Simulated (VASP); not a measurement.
Input:

```xyz
2
Lattice="3.8101 -2.1177 -0.0261 3.8101 2.1177 -0.0261 2.6569 0.0000 3.4559" Properties=species:S:1:pos:R:3 pbc="T T T"
Sb     2.4286     0.0000     0.8043
Sb     7.8485     0.0000     2.5994
```

These are PBE GGA with D4 dispersion, VASP's PBE PAW potentials (set 64) (plane waves; VASP) values and carry that method's errors. Settings: 520 eV cut-off, 10×10×10 Γ-centred mesh, first-order Methfessel-Paxton smearing of 0.10 eV, potentials Sb.

Question: The ions and cell shape at fixed volume are relaxed. Give the cell that the relaxation ends in.

Answer: 
```xyz
2
Lattice="3.7574 -2.1352 -0.0542 3.7574 2.1352 -0.0542 2.5947 0.0000 3.4566" Properties=species:S:1:pos:R:3 pbc="T T T"
Sb     2.4201     0.0000     0.8015
Sb     7.6894     0.0000     2.5467
```
Space group R-3m (166), at a tolerance of 0.03 Å.

Question: How much energy does the relaxation gain?

Answer: The energy (σ→0) changes by -5.3 meV/atom, in 7 ionic steps.

| step | E(σ→0) (eV) | max force (eV/Å) | pressure (GPa) | volume (Å³) |
|---|---|---|---|---|
| 1 | -9.2384 | 0.297 | 4.22 | 56.06 |
| 2 | -9.2454 | 0.143 | 3.80 | 56.06 |
| 3 | -9.2483 | 0.003 | 3.35 | 56.06 |
| 4 | -9.2484 | 0.016 | 3.28 | 56.06 |
| 5 | -9.2484 | 0.021 | 3.25 | 56.06 |
| 6 | -9.2488 | 0.009 | 3.22 | 56.06 |
| 7 | -9.2489 | 0.004 | 3.19 | 56.06 |

The compound is Sb in the a7 structure. This cell is one point of a volume scan, at 0.94 of the reference volume. Symmetry was kept, so distortions that lower it aren't found.
